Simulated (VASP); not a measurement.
OSZICAR of a VASP run on SrVO3 (cubic perovskite):

**OSZICAR**
```
       N       E                     dE             d eps       ncg     rms          rms(c)
DAV:   1     0.495487687130E+03    0.49549E+03   -0.26631E+04  1680   0.206E+03
DAV:   2    -0.194156500191E+02   -0.51490E+03   -0.50966E+03  2152   0.528E+02
DAV:   3    -0.502495415301E+02   -0.30834E+02   -0.29968E+02  1752   0.137E+02
DAV:   4    -0.512417345829E+02   -0.99219E+00   -0.98940E+00  2944   0.217E+01
DAV:   5    -0.512516208480E+02   -0.98863E-02   -0.98737E-02  2016   0.175E+00    0.414E+01
DAV:   6    -0.429147234530E+02    0.83369E+01   -0.89500E+01  2320   0.747E+01    0.189E+01
DAV:   7    -0.420226742617E+02    0.89205E+00   -0.28006E+01  1936   0.481E+01    0.183E+01
DAV:   8    -0.413898547235E+02    0.63282E+00   -0.39637E+00  1904   0.188E+01    0.238E+00
DAV:   9    -0.414023501705E+02   -0.12495E-01   -0.16209E-01  2280   0.262E+00    0.141E+00
DAV:  10    -0.413936197913E+02    0.87304E-02   -0.85152E-02  1864   0.290E+00    0.347E-01
DAV:  11    -0.413925260480E+02    0.10937E-02   -0.82390E-03  1848   0.765E-01    0.987E-02
DAV:  12    -0.413925843744E+02   -0.58326E-04   -0.42567E-04  2264   0.175E-01    0.101E-01
DAV:  13    -0.413925529837E+02    0.31391E-04   -0.22178E-04  1888   0.140E-01    0.120E-02
DAV:  14    -0.413925540343E+02   -0.10506E-05   -0.15154E-05  2208   0.261E-02    0.869E-03
DAV:  15    -0.413925534435E+02    0.59081E-06   -0.37491E-06  1488   0.130E-02
   1 F= -.39659020E+02 E0= -.39658219E+02  d E =-.396590E+02
       N       E                     dE             d eps       ncg     rms          rms(c)
DAV:   1    -0.422440398863E+02   -0.85149E+00   -0.24577E+01  1760   0.521E+01    0.122E+01
DAV:   2    -0.414325812065E+02    0.81146E+00   -0.32231E+00  1800   0.188E+01    0.282E+00
DAV:   3    -0.413410529686E+02    0.91528E-01   -0.97591E-01  1792   0.754E+00    0.244E+00
DAV:   4    -0.412955457372E+02    0.45507E-01   -0.20388E-01  2200   0.464E+00    0.863E-01
DAV:   5    -0.412941690934E+02    0.13766E-02   -0.23296E-02  2640   0.101E+00    0.757E-01
DAV:   6    -0.412953607884E+02   -0.11917E-02   -0.78452E-03  2072   0.541E-01    0.383E-01
DAV:   7    -0.412954918297E+02   -0.13104E-03   -0.35128E-03  2640   0.364E-01    0.646E-02
DAV:   8    -0.412955134723E+02   -0.21643E-04   -0.21313E-04  2672   0.978E-02    0.280E-02
DAV:   9    -0.412955121710E+02    0.13013E-05   -0.16450E-05  2112   0.317E-02    0.518E-03
DAV:  10    -0.412955119906E+02    0.18043E-06   -0.96414E-07  1432   0.596E-03
   2 F= -.39651889E+02 E0= -.39651082E+02  d E =0.713131E-02
       N       E                     dE             d eps       ncg     rms          rms(c)
DAV:   1    -0.416420852339E+02   -0.34657E+00   -0.69429E+00  1736   0.282E+01    0.639E+00
DAV:   2    -0.414343151054E+02    0.20777E+00   -0.12075E+00  1784   0.117E+01    0.188E+00
DAV:   3    -0.413886297026E+02    0.45685E-01   -0.40595E-01  1848   0.516E+00    0.152E+00
DAV:   4    -0.413732559268E+02    0.15374E-01   -0.69867E-02  2136   0.265E+00    0.642E-01
DAV:   5    -0.413726858094E+02    0.57012E-03   -0.69003E-03  2472   0.554E-01    0.548E-01
DAV:   6    -0.413732844140E+02   -0.59860E-03   -0.49119E-03  2008   0.417E-01    0.227E-01
DAV:   7    -0.413729320652E+02    0.35235E-03   -0.23718E-03  1976   0.287E-01    0.578E-02
DAV:   8    -0.413729456408E+02   -0.13576E-04   -0.20590E-04  2968   0.798E-02    0.216E-02
DAV:   9    -0.413729423694E+02    0.32714E-05   -0.21424E-05  1912   0.281E-02    0.363E-03
DAV:  10    -0.413729424692E+02   -0.99808E-07   -0.64688E-07   920   0.528E-03
   3 F= -.39682249E+02 E0= -.39681449E+02  d E =-.232290E-01
```

Task: Which electronic solver shows in the log?

Result: It is blocked Davidson (ALGO = Normal, or the opening steps of other solvers). The INCAR had ALGO = Normal.

Task: How was spin treated?

Result: Without spin polarisation: there is no mag entry.

Task: Can the final energy be trusted as converged?

Result: The run converged. It stopped with EDIFF = 1E-6, NELM = 100, NSW = 40 and EDIFFG = -0.02 after 3 ionic steps (PBEsol GGA, plane waves, VASP's PBE PAW potentials (set 64)). Energy and stress use the plane-wave basis of the starting cell.

The compound is SrVO3 in the cubic perovskite structure. This run relaxes it under an external pressure of 5 GPa. Symmetry was kept, so distortions that lower it aren't found. The run is not spin-polarised, so no magnetic state was tried. The electron count is odd and the run is not spin-polarised, which forces a metal.
